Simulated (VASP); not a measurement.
**WS2 (Tungstenite) with rev-vdW-DF2: from relaxation to properties**

How well does rev-vdW-DF2 reproduce what experiment finds for WS2 (Tungstenite)? The cell is relaxed first, and properties follow on it. The steps: full relaxation (rev-vdW-DF2), second relaxation, single point with fields (rev-vdW-DF2), bands along the symmetry lines (rev-vdW-DF2), total and projected DOS (rev-vdW-DF2), vibrations at Γ (rev-vdW-DF2), independent-particle dielectric function (rev-vdW-DF2), optical spectrum (rev-vdW-DF2), core-level energies (rev-vdW-DF2), bands along the symmetry lines (rev-vdW-DF2 + SOC), bands along the symmetry lines (HSE06) and bands along the symmetry lines (TB-mBJ). The start is a cell from a database of measured crystal structures.

Main program and level: VASP 6.6.1; rev-vdW-DF2; plane waves and PAW (W, S), in the first sound run; inputs show where later runs differ.

**What experiment says.**

“Extraordinary room-temperature photoluminescence in WS2 monolayers” (2012, arxiv:1208.1325) quotes from earlier work for WS2, 2H (bulk): lattice constant a 3.1532 Å [literature value]; lattice constant c 12.323 Å [literature value]; Raman mode (A1g (out-of-plane)) 421 cm⁻¹ at 300 K [bulk reference value quoted for comparison, source not stated].

## (1) The structure

Before any relaxation, the start is as follows. The structure is hexagonal, space group P6_3/mmc (No. 194). Conventional cell: a = 3.153 Å, b = 3.153 Å, c = 12.323 Å, α = 90.00°, β = 90.00°, γ = 120.00°. W has 6 S at 2.40 Å nearest. Nearest to S lie 3 W at 2.40 Å. Farther neighbours and most contacts between anions are not listed.

Coordinates:

```cif
data_structure
_symmetry_space_group_name_H-M 'P 1'
_symmetry_Int_Tables_number 1
_cell_length_a 3.1532
_cell_length_b 3.1532
_cell_length_c 12.3230
_cell_angle_alpha 90.000
_cell_angle_beta 90.000
_cell_angle_gamma 120.000
_cell_volume 106.11
loop_
_atom_site_label
_atom_site_type_symbol
_atom_site_fract_x
_atom_site_fract_y
_atom_site_fract_z
_atom_site_occupancy
W1 W 0.33333 0.66667 0.25000 1
W2 W 0.66667 0.33333 0.75000 1
S3 S 0.33333 0.66667 0.62250 1
S4 S 0.66667 0.33333 0.12250 1
S5 S 0.33333 0.66667 0.87750 1
S6 S 0.66667 0.33333 0.37750 1
```

## (2) Full relaxation (rev-vdW-DF2)

The start need not lie at this functional's minimum. ISIF = 3 frees volume, shape and positions, and EDIFFG sets the threshold on forces and stress at which the search stops. rev-vdW-DF2 revises the exchange of vdW-DF2 for solids. LUSE_VDW switches on a nonlocal correlation term for dispersion.

Input file INCAR:

```
SYSTEM = WS2
PREC = Accurate
ENCUT = 400
EDIFF = 1E-06
NELM = 100
ISMEAR = 0
SIGMA = 0.05
LREAL = .FALSE.
ALGO = Normal
GGA = MK
AGGAC = 0
LUSE_VDW = .TRUE.
PARAM1 = 0.1234
PARAM2 = 0.711357
ZAB_VDW = -1.8867
LASPH = .TRUE.
NBANDS = 24
LORBIT = 11
LWAVE = .FALSE.
LCHARG = .FALSE.
KPAR = 4
IBRION = 2
NSW = 60
ISIF = 3
EDIFFG = -0.01
```

Input file POSCAR:

```
WS2
1.0
    3.1532000000      0.0000000000      0.0000000000
   -1.5766000000      2.7307513032      0.0000000000
    0.0000000000      0.0000000000     12.3230000000
W S
2 4
Direct
    0.3333333333      0.6666666667      0.2500000000
    0.6666666667      0.3333333333      0.7500000000
    0.3333333333      0.6666666667      0.6225000000
    0.6666666667      0.3333333333      0.1225000000
    0.3333333333      0.6666666667      0.8775000000
    0.6666666667      0.3333333333      0.3775000000
```

Input file KPOINTS:

```
Automatic mesh
0
Gamma
10 10 3
0 0 0
```

PAW data sets: W and S (PBE family, release 64).

Started as:

```sh
> mpirun -np 4 vasp_std
```

Log:

```text
[banner, memory and clock lines left out]
running    4 mpi-ranks, on    1 nodes
 distrk:  each k-point on    1 cores,    4 groups
 distr:  one band on    1 cores,    1 groups

 POSCAR found type information on POSCAR W S
 POSCAR found :  2 types and       6 ions
|                                                                             |
|               ----> ADVICE to this user running VASP <----                  |
|                                                                             |
|     You have switched on vdW-DFT.                                           |
|     This routine was written and supplied by Jiri Klimes. We recommend      |
|     that you carefully read and cite the following publications:            |
|       J. Klimes, D.R. Bowler, A. Michelides                                 |
|          J. Phys.: Cond Matt. 22 022201 (2010)                              |
|       J. Klimes, D.R. Bowler, A. Michelides                                 |
|          Phys. Rev. B. 83, 195131 (2011)                                    |
|     and references therein.                                                 |
|                                                                             |

|                                                                             |
|               ----> ADVICE to this user running VASP <----                  |
|                                                                             |
|     You enforced a specific xc type in the INCAR file but a different       |
|     [... a line on the potential file left out ...]
|     I HOPE YOU KNOW WHAT YOU ARE DOING!                                     |
|                                                                             |

 LDA part: xc-table for (Slater+PW92), standard interpolation
 POSCAR, INCAR and KPOINTS ok, starting setup
 FFT: planning ... GRIDC
 FFT: planning ... GRID_SOFT
 FFT: planning ... GRID
 WAVECAR not read
 entering main loop
       N       E                     dE             d eps       ncg     rms          rms(c)
DAV:   1     0.166982517478E+03    0.16698E+03   -0.14134E+04  1344   0.108E+03
DAV:   2    -0.289531081055E+02   -0.19594E+03   -0.18951E+03  1832   0.253E+02
DAV:   3    -0.411289394275E+02   -0.12176E+02   -0.12092E+02  1808   0.631E+01
DAV:   4    -0.413945340408E+02   -0.26559E+00   -0.26514E+00  1800   0.103E+01
DAV:   5    -0.414009162761E+02   -0.63822E-02   -0.63756E-02  1864   0.142E+00    0.404E+01
DAV:   6    -0.390451285119E+02    0.23558E+01   -0.11210E+01  1952   0.166E+01    0.183E+01
DAV:   7    -0.387860412769E+02    0.25909E+00   -0.36890E+00  1808   0.109E+01    0.945E+00
DAV:   8    -0.386426696630E+02    0.14337E+00   -0.50088E-01  1896   0.453E+00    0.129E+00
DAV:   9    -0.386380260614E+02    0.46436E-02   -0.68784E-02  1808   0.145E+00    0.595E-01
DAV:  10    -0.386361288304E+02    0.18972E-02   -0.15736E-02  1912   0.709E-01    0.294E-01
DAV:  11    -0.386359987425E+02    0.13009E-03   -0.15632E-03  1856   0.239E-01    0.106E-01
DAV:  12    -0.386359837126E+02    0.15030E-04   -0.26372E-04  1872   0.102E-01    0.461E-02
DAV:  13    -0.386359851501E+02   -0.14375E-05   -0.18420E-05  1928   0.239E-02    0.112E-02
DAV:  14    -0.386359847994E+02    0.35073E-06   -0.11087E-06  1264   0.614E-03
   1 F= -.38635985E+02 E0= -.38635985E+02  d E =-.386360E+02
 curvature:   0.00 expect dE= 0.000E+00 dE for cont linesearch  0.000E+00
 trial: gam= 0.00000 g(F)=  0.991E-02 g(S)=  0.529E-01 ort = 0.000E+00 (trialstep = 0.100E+01)
 search vector abs. value=  0.628E-01
 bond charge predicted
       N       E                     dE             d eps       ncg     rms          rms(c)
DAV:   1    -0.386896581268E+02   -0.53673E-01   -0.33817E+00  1408   0.103E+01    0.397E+00
DAV:   2    -0.386196701099E+02    0.69988E-01   -0.17729E-01  1456   0.231E+00    0.262E+00
DAV:   3    -0.385949895205E+02    0.24681E-01   -0.70277E-02  1576   0.124E+00    0.390E-01
DAV:   4    -0.385946859294E+02    0.30359E-03   -0.24975E-03  1632   0.323E-01    0.331E-01
DAV:   5    -0.385946309978E+02    0.54932E-04   -0.50611E-04  1760   0.140E-01    0.151E-01
DAV:   6    -0.385945546695E+02    0.76328E-04   -0.27104E-04  1672   0.856E-02    0.303E-02
DAV:   7    -0.385945537577E+02    0.91186E-06   -0.21407E-05  1856   0.277E-02    0.228E-02
DAV:   8    -0.385945535505E+02    0.20713E-06   -0.13432E-06  1216   0.742E-03
   2 F= -.38594554E+02 E0= -.38594554E+02  d E =0.414312E-01
[...]
3 F= -.38645081E+02 E0= -.38645081E+02  d E =-.909588E-02
[...]
4 F= -.38645081E+02 E0= -.38645081E+02  d E =-.909612E-02
 curvature:  -0.15 expect dE=-0.807E-04 dE for cont linesearch -0.521E-06
 ZBRENT: accuracy reached
 trial: gam= 0.00123 g(F)=  0.176E-03 g(S)=  0.372E-03 ort = 0.471E-03 (trialstep = 0.858E+00)
 search vector abs. value=  0.549E-03
 bond charge predicted
       N       E                     dE             d eps       ncg     rms          rms(c)
DAV:   1    -0.386457100423E+02   -0.62886E-03   -0.20749E-02  1400   0.781E-01    0.117E-01
DAV:   2    -0.386454104627E+02    0.29958E-03   -0.15479E-03  1744   0.222E-01    0.822E-02
DAV:   3    -0.386453551841E+02    0.55279E-04   -0.23271E-04  1704   0.992E-02    0.349E-02
DAV:   4    -0.386453291759E+02    0.26008E-04   -0.62761E-05  1784   0.391E-02    0.205E-02
DAV:   5    -0.386453263263E+02    0.28496E-05   -0.80414E-06  1848   0.154E-02    0.122E-02
DAV:   6    -0.386453246995E+02    0.16268E-05   -0.32817E-06  1320   0.112E-02    0.475E-03
DAV:   7    -0.386453245844E+02    0.11510E-06   -0.43873E-07   904   0.415E-03
   5 F= -.38645325E+02 E0= -.38645325E+02  d E =-.243669E-03
 trial-energy change:   -0.000244  1 .order   -0.000242   -0.000471   -0.000014
 step:   0.8840(harm=  0.8840)  dis= 0.00128  next Energy=   -38.645323 (dE=-0.242E-03)
 reached required accuracy - stopping structural energy minimisation
```

Elapsed: 3.2 min, on 4 MPI ranks of AMD EPYC 9R14 (Zen 4), shared host; peak memory 1.9 GiB.

Lines that name or quote the potential files are left out of all logs, and their timing lines are given in words.

OUTCAR, selected parts (step 2):

```text
ion  position               nearest neighbor table
   1  0.333  0.667  0.250-   4 2.40   6 2.40   4 2.40   6 2.40   4 2.40   6 2.40
   2  0.667  0.333  0.750-   3 2.40   5 2.40   3 2.40   5 2.40   3 2.40   5 2.40
   3  0.333  0.667  0.623-   2 2.40   2 2.40   2 2.40
   4  0.667  0.333  0.123-   1 2.40   1 2.40   1 2.40
   5  0.333  0.667  0.877-   2 2.40   2 2.40   2 2.40
   6  0.667  0.333  0.377-   1 2.40   1 2.40   1 2.40

  LATTYP: Found a hexagonal cell.
 ALAT       =     3.1532000000
 C/A-ratio  =     3.9080933655

 Subroutine GETGRP returns: Found 24 space group operations
 (whereof 12 operations were pure point group operations)

The static configuration has the point symmetry D_3d.
 The point group associated with its full space group is D_6h.

 Found     28 irreducible k-points:

   k-points           NKPTS =     28   k-points in BZ     NKDIM =     28   number of bands    NBANDS=     24

   dimension x,y,z NGX =    24 NGY =   24 NGZ =   80
   dimension x,y,z NGXF=    48 NGYF=   48 NGZF=  160

   ENCUT  =  400.0 eV  29.40 Ry    5.42 a.u.   5.14  5.14 20.10*2*pi/ulx,y,z

   NELECT =      36.0000    total number of electrons

 k-points in reciprocal lattice and weights: Automatic mesh
   0.00000000  0.00000000  0.00000000       0.003
   0.10000000 -0.00000000  0.00000000       0.020
   0.20000000 -0.00000000  0.00000000       0.020
   0.30000000 -0.00000000  0.00000000       0.020
   0.40000000  0.00000000  0.00000000       0.020
   0.50000000 -0.00000000  0.00000000       0.010
   0.10000000  0.10000000  0.00000000       0.020
   0.20000000  0.10000000  0.00000000       0.040
   0.30000000  0.10000000  0.00000000       0.040
[...]
0.40000000  0.20000000  0.33333333       0.040
   0.30000000  0.30000000  0.33333333       0.040

 average (electrostatic) potential at core
       1 -40.0770       2 -40.0770       3 -85.8058       4 -85.8058       5 -85.8058
       6 -85.8058

 E-fermi :   6.4188

 k-point     1 :       0.0000    0.0000    0.0000
  band No.  band energies     occupation
    ...
     14       4.0327      2.00000
     15       4.0327      2.00000
     16       4.7150      2.00000
     17       4.9584      2.00000
     18       6.1604      2.00000
     19       8.4738      0.00000
     20       8.4738      0.00000
     21       8.4880      0.00000
     22       8.4880      0.00000
     23       8.4948      0.00000
    ...

 k-point     2 :       0.1000   -0.0000    0.0000
  band No.  band energies     occupation
    ...
     14       3.7818      2.00000
     15       4.0215      2.00000
     16       4.8841      2.00000
     17       4.9760      2.00000
     18       5.8451      2.00000
     19       8.1910      0.00000
     20       8.3367      0.00000
     21       8.3394      0.00000
     22       8.4214      0.00000
     23       8.4374      0.00000
    ...

 k-point     3 :       0.2000   -0.0000    0.0000
  band No.  band energies     occupation
    ...
     14       3.3872      2.00000
     15       3.7836      2.00000
     16       4.5969      2.00000
     17       4.8430      2.00000
     18       5.0536      2.00000
     19       7.5512      0.00000
     20       8.0603      0.00000
     21       8.2973      0.00000
     22       8.3702      0.00000
     23       8.3868      0.00000
    ...

Total vdW correction in eV:      4.7021835

  Total        0.0095676      0.0095676      0.0549168      0.0000000     -0.0000000     -0.0000000
  in kB        0.1428117      0.1428117      0.8197166      0.0000000     -0.0000000     -0.0000000
  external PRESSURE =       0.3684467 kB  Pullay stress =       0.0000000 kB

  energy-cutoff  :      400.00
  volume of cell :      107.34
      direct lattice vectors                 reciprocal lattice vectors
     3.166606599 -0.000000000 -0.000000000     0.315795464  0.182324596  0.000000000
    -1.583303300  2.742361759 -0.000000000     0.000000000  0.364649192  0.000000000
     0.000000000 -0.000000000 12.360418046     0.000000000  0.000000000  0.080903413

 POSITION                                       TOTAL-FORCE (eV/Angst)
 -----------------------------------------------------------------------------------
     -0.00000      1.82824      3.09010        -0.000000     -0.000000     -0.000000
      1.58330      0.91412      9.27031         0.000000     -0.000000     -0.000000
     -0.00000      1.82824      7.69232         0.000000     -0.000000      0.006664
      1.58330      0.91412      1.51211        -0.000000     -0.000000      0.006664
     -0.00000      1.82824     10.84830        -0.000000      0.000000     -0.006664
      1.58330      0.91412      4.66810        -0.000000      0.000000     -0.006664
 -----------------------------------------------------------------------------------
    total drift:                               -0.000000      0.000000     -0.000000

  FREE ENERGIE OF THE ION-ELECTRON SYSTEM (eV)
  ---------------------------------------------------
  free  energy   TOTEN  =       -38.6453245844 eV

  energy  without entropy=      -38.6453245844  energy(sigma->0) =      -38.64532458

Total vdW correction in eV:      4.7021792

 reached required accuracy - stopping structural energy minimisation

 total charge
# of ion       s       p       d       tot
------------------------------------------
    1        0.556   0.698   4.272   5.525
    2        0.556   0.698   4.272   5.525
    3        1.363   2.353   0.000   3.715
    4        1.363   2.353   0.000   3.715
    5        1.363   2.353   0.000   3.715
    6        1.363   2.353   0.000   3.715
--------------------------------------------------
tot          6.561  10.807   8.543  25.912

[... 3 further parts left out ...]
```

CONTCAR:

```
WS2
   1.00000000000000
     3.1666065990650258   -0.0000000000000000   -0.0000000000000000
    -1.5833032995325129    2.7423617585684981   -0.0000000000000000
     0.0000000000000000   -0.0000000000000000   12.3604180457741375
  W               S
     2     4
Direct
     0.3333333332999970    0.6666666667000030    0.2500000000000000
     0.6666666667000030    0.3333333332999970    0.7500000000000000
     0.3333333332999970    0.6666666667000030    0.6223351265932332
     0.6666666667000030    0.3333333332999970    0.1223351265932331
     0.3333333332999970    0.6666666667000030    0.8776648734067668
     0.6666666667000030    0.3333333332999970    0.3776648734067669
```

The gap is read on the k-mesh alone, so it is an upper bound where the band edges lie off the mesh. The PAW data sets were made with PBE, which is usual practice but a small mismatch for other functionals. The data set W keeps the semicore shell frozen, which is cheaper and a little less accurate. The run keeps the 24 symmetry operations of its start, so it cannot find a distortion of lower symmetry.

Relaxation path:

```csv
step,energy less that of the first step (eV),largest force (eV/Å),pressure (GPa),volume (Å³)
1,0.0000,0.2266,2.23,106.11
2,0.0414,0.6120,-4.67,109.94
3,-0.0091,0.0357,0.07,107.23
4,-0.0091,0.0302,0.08,107.21
5,-0.0093,0.0067,0.04,107.34
```

```
conventional cell, symmetrised  before   after  change
                         a (Å)   3.153   3.167  +0.4 %
                         b (Å)   3.153   3.167  +0.4 %
                         c (Å)  12.323  12.360  +0.3 %
              volume (Å³/atom)   17.68   17.89  +1.2 %
```

The relaxed structure:

```xyz
6
Lattice="3.1666 0.0000 0.0000 -1.5833 2.7424 0.0000 0.0000 0.0000 12.3604" Properties=species:S:1:pos:R:3 pbc="T T T"
W     0.0000    1.8282    3.0901
W     1.5833    0.9141    9.2703
S     0.0000    1.8282    7.6923
S     1.5833    0.9141    1.5121
S     0.0000    1.8282   10.8483
S     1.5833    0.9141    4.6681
```

This step gave:

```yaml
electrons: 36
bands: 24
irreducible_k_points: 28
symmetry_operations: 24
free_energy_toten: -38.65 eV
fermi_energy: 6.419 eV
pressure: 0.03684 GPa
metallic: no
valence_top_at_k: 0, 0, 0
conduction_bottom_at_k: 0.2, 0.2, 0
least_direct_gap_at_k: 0.3, 0.3, 0
scf_cycles_over_all_ionic_steps: 40
gap_on_the_k_mesh: 1.029 eV
least_direct_gap_on_the_k_mesh: 2.114 eV
```

It ends with a largest force of 0.007 eV/Å and a pressure of 0.04 GPa. The volume lies +1.2 % from that of the database's start.

(Part 1 of 8 ends here.)

[Lines on the potential files, build, host, timing and source positions are cut from VASP's logs without a mark.]

[Logs are printed without paths, hosts, clocks, repeated set-up lines and the standing remarks that a program may print on its own settings, such as how far it seeks lower states.]

[Hosts, paths, dates, database ids (printed as entryN), source tags and the programs' standing remarks are cut or masked in the printed files.]

[Measured values are set beside computed ones only where the two were judged alike; some that the calculation misses by far are left out.]
